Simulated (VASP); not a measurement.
An input for Quantum ESPRESSO's pw.x (written as the equivalent of a VASP run, and not itself run):

```
&CONTROL
  calculation = 'vc-relax'
  pseudo_dir = './pseudo'
  outdir = './out'
  tprnfor = .true.
  tstress = .true.
  nstep = 60
  forc_conv_thr = 0.00078
/
&SYSTEM
  ibrav = 0
  nat = 5
  ntyp = 3
  ecutwfc = 84
  occupations = 'smearing'
  smearing = 'gaussian'
  degauss = 0.003675
  input_dft = 'vdw-df2'
/
&ELECTRONS
  conv_thr = 7.3e-08
  electron_maxstep = 100
/
&IONS
/
&CELL
/
ATOMIC_SPECIES
  K 39.098 K.upf
  Ta 180.948 Ta.upf
  O 15.999 O.upf
CELL_PARAMETERS angstrom
     4.0790267    0.0000000    0.0000000
     0.0000000    4.0790267   -0.0000000
     0.0000000   -0.0000000    4.0790267
ATOMIC_POSITIONS crystal
  K    0.0000000  0.0000000  0.0000000
  Ta   0.5000000  0.5000000  0.5000000
  O    0.5000000  0.0000000  0.5000000
  O    0.0000000  0.5000000  0.5000000
  O    0.5000000  0.5000000  0.0000000
K_POINTS automatic
  5 5 5 0 0 0
```

Task: Write the VASP files for the same calculation (vdW-DF2).

Result: One answer among several that fit: 
**POSCAR**
```
KTaO3
1.0
  4.0790266639   0.0000000000   0.0000000000
  0.0000000000   4.0790266639   0.0000000000
  0.0000000000   0.0000000000   4.0790266639
K Ta O
1 1 3
Direct
  0.0000000000   0.0000000000   0.0000000000
  0.5000000000   0.5000000000   0.5000000000
  0.5000000000   0.0000000000   0.5000000000
  0.0000000000   0.5000000000   0.5000000000
  0.5000000000   0.5000000000   0.0000000000
```

**INCAR**
```
AGGAC = 0.0
ALGO = Normal
EDIFF = 1E-6
EDIFFG = -0.02
ENCUT = 520
GGA = ML
IBRION = 2
ISIF = 3
ISMEAR = 0
LASPH = T
LCHARG = F
LMAXMIX = 6
LREAL = F
LUSE_VDW = T
LWAVE = F
NELM = 100
NSW = 60
PREC = Accurate
SIGMA = 0.05
SYSTEM = KTaO3
ZAB_VDW = -1.8867
```

KPOINTS:
```
kpoints
0
Gamma
 5 5 5
0 0 0
```

POTCAR, in this order: K_sv Ta_pv O (PBE.64 set). Program: vasp_std.

What does not carry over: the potentials are each code's own (VASP's PAW set, PseudoDojo norm-conserving files in pw.x), so ENCUT and ecutwfc are chosen apart and not converted; conv_thr bounds pw.x's estimated SCF error, while EDIFF bounds the energy change between steps; forc_conv_thr acts on force components and is met together with etot_conv_thr.

The compound is KTaO3 in the cubic perovskite structure. It was relaxed first, which changed the volume by +7 %. The start is the result of an earlier pass.
